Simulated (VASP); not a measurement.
Given:

```yaml
crystal:
  lattice:
    - [-2.82945, 2.82945, 5.19932]
    - [2.82945, -2.82945, 5.19932]
    - [2.82945, 2.82945, -5.19932]
  atoms:
    - { symbol: Al, position: [0.25000, 0.75000, 0.50000] }
    - { symbol: Al, position: [0.50000, 0.50000, 0.00000] }
    - { symbol: Hg, position: [0.00000, 0.00000, 0.00000] }
    - { symbol: S, position: [0.14536, 0.59746, 0.01354] }
    - { symbol: S, position: [0.40254, 0.41608, 0.54790] }
    - { symbol: S, position: [0.58392, 0.13182, 0.98646] }
    - { symbol: S, position: [0.86818, 0.85464, 0.45210] }
```

Method: PBEsol GGA, VASP's PBE PAW potentials (set 64) (plane waves; VASP 6.6.1). Run with 300 eV cut-off, 6×6×6 Γ-centred mesh, Fermi-Dirac smearing of 0.010 eV, potentials Al Hg S.

Q: What does the run give for the energy per atom (σ→0), pressure?

A: 
```json
{
  "energy per atom (σ→0)": "-4.568 eV/atom",
  "pressure": "-3.52 GPa"
}
```

The absolute energy has meaning only against runs of the same code, potentials and settings.

The structure comes from a computed database's Al2HgS4 entry; how it stands against other phases isn't given here. The cell was not relaxed at this level.
